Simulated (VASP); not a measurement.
Calculation: PBE GGA, VASP's PBE PAW potentials (set 64) (plane waves; VASP).

Input for VASP

### KPOINTS
```
Automatic
0
G
 4 4 4
```

INCAR:
```
ALGO=Normal
AMIX=0.6
BMIX=1.0
EDIFF=1E-6
ENCUT=400
GGA=PE
IMIX=1
ISIF=2
ISMEAR=0
LASPH=.TRUE.
LCHARG=.FALSE.
LMAXMIX=4
LREAL=.FALSE.
LWAVE=.FALSE.
NELM=100
PREC=Accurate
SIGMA=0.05
SYSTEM=ScI3
```

POSCAR:
```
ScI3
1
    5.5095830000     0.0000000000     0.0000000000
    0.0000000000     5.5095830000     0.0000000000
    0.0000000000     0.0000000000     5.5095830000
Sc I
1 3
Direct
  0.0000000000   0.0000000000   0.0000000000
  0.5000000000   0.0000000000   0.0000000000
  0.0000000000   0.0000000000   0.5000000000
  0.0000000000   0.5000000000   0.0000000000
```

POTCAR, in this order: Sc_sv I (PBE.64 set). Program: vasp_std.

Output

**OUTCAR**
```
 ion  position               nearest neighbor table
   1  0.000  0.000  0.000-   2 2.75   3 2.75   4 2.75   3 2.75   4 2.75   2 2.75
   2  0.500  0.000  0.000-   1 2.75   1 2.75
   3  0.000  0.000  0.500-   1 2.75   1 2.75
   4  0.000  0.500  0.000-   1 2.75   1 2.75
  LATTYP: Found a simple cubic cell.
 ALAT       =     5.5095830000
 Subroutine PRICEL returns:
 Original cell was already a primitive cell.
 Subroutine GETGRP returns: Found 48 space group operations
The static configuration has the point symmetry O_h .
The dynamic configuration has the point symmetry O_h .
 Subroutine INISYM returns: Found 48 space group operations
 Subroutine IBZKPT returns following result:
 Found     10 irreducible k-points:

 Following reciprocal coordinates:
            Coordinates               Weight
  0.000000  0.000000  0.000000      1.000000
  0.250000  0.000000  0.000000      6.000000
  0.500000  0.000000  0.000000      3.000000
  0.250000  0.250000  0.000000     12.000000
  0.500000  0.250000  0.000000     12.000000
  0.500000  0.500000  0.000000      3.000000
  0.250000  0.250000  0.250000      8.000000
  0.500000  0.250000  0.250000     12.000000
  0.500000  0.500000  0.250000      6.000000
  0.500000  0.500000  0.500000      1.000000
   k-points           NKPTS =     10   k-points in BZ     NKDIM =     10   number of bands    NBANDS=     20
   number of dos      NEDOS =    301   number of ions     NIONS =      4
   total plane-waves  NPLWV =  46656
   dimension x,y,z NGX =    36 NGY =   36 NGZ =   36
   dimension x,y,z NGXF=    72 NGYF=   72 NGZF=   72
   ions per type =               1   3
   PREC   = accura    normal or accurate (medium, high low for compatibility)
   ISTART =      0    job   : 0-new  1-cont  2-samecut
   ICHARG =      2    charge: 1-file 2-atom 10-const
   ISPIN  =      1    spin polarized calculation?
   LNONCOLLINEAR =      F non collinear calculations
   LSORBIT =      F    spin-orbit coupling
   INIWAV =      1    electr: 0-lowe 1-rand  2-diag
   ENCUT  =  400.0 eV  29.40 Ry    5.42 a.u.   8.98  8.98  8.98*2*pi/ulx,y,z
   NELM   =    100;   NELMIN=  2; NELMDL= -5     # of ELM steps
   EDIFF  = 0.1E-05   stopping-criterion for ELM
   LREAL  =      F    real-space projection
   NLSPLINE    = F    spline interpolate recip. space projectors
   LMAXMIX     =    4 max onsite mixed and CHGCAR
   VOSKOWN=      0    Vosko Wilk Nusair interpolation
   EDIFFG = 0.1E-04   stopping-criterion for IOM
   NSW    =      0    number of steps for IOM
   NBLOCK =      1;   KBLOCK =      1    inner block; outer block
   IBRION =     -1    ionic relax: 0-MD 1-quasi-New 2-CG
   NFREE  =      0    steps in history (QN), initial steepest desc. (CG)
   ISIF   =      2    stress and relaxation
   ISYM   =      2    0-nonsym 1-usesym 2-fastsym
   TEIN   =    0.0    initial temperature
   TEBEG  =    0.0;   TEEND  =   0.0 temperature during run
   SMASS  =  -3.00    Nose mass-parameter (am)
   PSTRESS=    0.0 pullay stress
   NELECT =      32.0000    total number of electrons
   EFERMI =   0.00;   METHOD = LEGACY
   ISMEAR =     0;   SIGMA  =   0.05  broadening in eV -4-tet -1-fermi 0-gaus
   IALGO  =     38    algorithm
   LDIAG  =      T    sub-space diagonalisation (order eigenvalues)
   IMIX   =      1    mixing-type and parameters
     AMIX     =   0.60;   BMIX     =  1.00
     AMIX_MAG =   2.40;   BMIX_MAG =  1.00
     AMIN     =   0.10
   GGA     = PE    functional components
   VOSKOWN =     0    Vosko Wilk Nusair interpolation
   LHFCALC =     F    Hartree Fock is set to
   LHFONE  =     F    Hartree Fock one center treatment
   AEXX    =    0.0000 exact exchange contribution
   IVDW    =     0    specifies the selected vdW correction
   LEPSILON=     F    determine dielectric tensor
...
```

File OSZICAR:
```
       N       E                     dE             d eps       ncg     rms          rms(c)
DAV:   1     0.252593576280E+03    0.25259E+03   -0.11054E+04   464   0.111E+03
DAV:   2     0.987074360226E+01   -0.24272E+03   -0.23679E+03   520   0.342E+02
DAV:   3    -0.147677456378E+02   -0.24638E+02   -0.23526E+02   568   0.950E+01
DAV:   4    -0.163192977009E+02   -0.15516E+01   -0.15391E+01   584   0.270E+01
DAV:   5    -0.163795559419E+02   -0.60258E-01   -0.60189E-01   524   0.474E+00    0.891E+00
DAV:   6    -0.150505130212E+02    0.13290E+01   -0.10296E+01   576   0.356E+01    0.488E+00
DAV:   7    -0.151883900663E+02   -0.13788E+00   -0.65198E+00   560   0.376E+01    0.388E+00
DAV:   8    -0.148753304047E+02    0.31306E+00   -0.32201E+00   568   0.219E+01    0.232E+00
DAV:   9    -0.148776577378E+02   -0.23273E-02   -0.19040E+00   552   0.201E+01    0.201E+00
DAV:  10    -0.148056365346E+02    0.72021E-01   -0.11451E+00   552   0.137E+01    0.151E+00
DAV:  11    -0.147969605892E+02    0.86759E-02   -0.73250E-01   552   0.123E+01    0.126E+00
DAV:  12    -0.147725654703E+02    0.24395E-01   -0.45889E-01   560   0.901E+00    0.977E-01
DAV:  13    -0.147667917155E+02    0.57738E-02   -0.29772E-01   552   0.777E+00    0.805E-01
DAV:  14    -0.147580226364E+02    0.87691E-02   -0.19115E-01   540   0.592E+00    0.638E-01
DAV:  15    -0.147548895304E+02    0.31331E-02   -0.12323E-01   536   0.498E+00    0.518E-01
DAV:  16    -0.147515226124E+02    0.33669E-02   -0.78844E-02   540   0.385E+00    0.411E-01
DAV:  17    -0.147500320589E+02    0.14906E-02   -0.50660E-02   536   0.318E+00    0.332E-01
DAV:  18    -0.147487357251E+02    0.12963E-02   -0.32552E-02   536   0.250E+00    0.265E-01
DAV:  19    -0.147480677415E+02    0.66798E-03   -0.20812E-02   540   0.203E+00    0.213E-01
DAV:  20    -0.147475587350E+02    0.50901E-03   -0.13354E-02   536   0.161E+00    0.170E-01
DAV:  21    -0.147472691675E+02    0.28957E-03   -0.85505E-03   536   0.130E+00    0.136E-01
DAV:  22    -0.147470679966E+02    0.20117E-03   -0.54998E-03   540   0.103E+00    0.109E-01
DAV:  23    -0.147469437854E+02    0.12421E-03   -0.35130E-03   536   0.830E-01    0.872E-02
DAV:  24    -0.147468638246E+02    0.79961E-04   -0.22574E-03   540   0.663E-01    0.700E-02
DAV:  25    -0.147468109561E+02    0.52869E-04   -0.14439E-03   536   0.532E-01    0.559E-02
DAV:  26    -0.147467792712E+02    0.31685E-04   -0.92852E-04   540   0.426E-01    0.449E-02
DAV:  27    -0.147467566586E+02    0.22613E-04   -0.59304E-04   536   0.341E-01    0.358E-02
DAV:  28    -0.147467442306E+02    0.12428E-04   -0.38105E-04   536   0.273E-01    0.288E-02
DAV:  29    -0.147467344805E+02    0.97501E-05   -0.24350E-04   540   0.218E-01    0.230E-02
DAV:  30    -0.147467297209E+02    0.47596E-05   -0.15646E-04   536   0.175E-01    0.184E-02
DAV:  31    -0.147467254419E+02    0.42790E-05   -0.99897E-05   540   0.140E-01    0.147E-02
DAV:  32    -0.147467236963E+02    0.17456E-05   -0.64160E-05   536   0.112E-01    0.118E-02
DAV:  33    -0.147467217843E+02    0.19120E-05   -0.41120E-05   544   0.894E-02    0.943E-03
DAV:  34    -0.147467212197E+02    0.56460E-06   -0.26779E-05   540   0.721E-02    0.763E-03
DAV:  35    -0.147467203191E+02    0.90052E-06   -0.17324E-05   536   0.579E-02    0.612E-03
DAV:  36    -0.147467201585E+02    0.16065E-06   -0.11211E-05   528   0.467E-02    0.494E-03
DAV:  37    -0.147467197085E+02    0.44996E-06   -0.71824E-06   532   0.374E-02
   1 F= -.14746720E+02 E0= -.14746720E+02  d E =-.475590E-20
```

OUTCAR:
```
------------------------ aborting loop because EDIFF is reached ----------------------------------------
  FORCE on cell =-STRESS in cart. coord.  units (eV):
  Direction    XX          YY          ZZ          XY          YZ          ZX
  --------------------------------------------------------------------------------------
  Total        4.9322736      4.9322736      4.9322736     -0.0000000     -0.0000000      0.0000000
  in kB       47.2499719     47.2499719     47.2499719     -0.0000000     -0.0000000      0.0000000
  external PRESSURE =      47.2499719 kB  Pullay stress =       0.0000000 kB
  volume of cell :      167.25
      direct lattice vectors                 reciprocal lattice vectors
     5.509583000  0.000000000  0.000000000     0.181501939  0.000000000  0.000000000
     0.000000000  5.509583000  0.000000000     0.000000000  0.181501939  0.000000000
     0.000000000  0.000000000  5.509583000     0.000000000  0.000000000  0.181501939
 POSITION                                       TOTAL-FORCE (eV/Angst)
 -----------------------------------------------------------------------------------
      0.00000      0.00000      0.00000         0.000000      0.000000      0.000000
      2.75479      0.00000      0.00000         0.000000      0.000000      0.000000
      0.00000      0.00000      2.75479         0.000000      0.000000      0.000000
      0.00000      2.75479      0.00000         0.000000      0.000000      0.000000
 -----------------------------------------------------------------------------------
    total drift:                               -0.000000     -0.000000     -0.000000
  FREE ENERGIE OF THE ION-ELECTRON SYSTEM (eV)
  ---------------------------------------------------
  free  energy   TOTEN  =       -14.7467197085 eV

  energy  without entropy=      -14.7467197085  energy(sigma->0) =      -14.74671971
```
(Selected blocks of OUTCAR.)

The structure was generated: ScI3 was put into the ReO3 type (Pm-3m), which need not be its known phase. The cell was not relaxed at this level. The run is one of a series of settings (AMIX = 0.6, BMIX = 1.0, IMIX = 1 against the base run), some of them coarse on purpose.
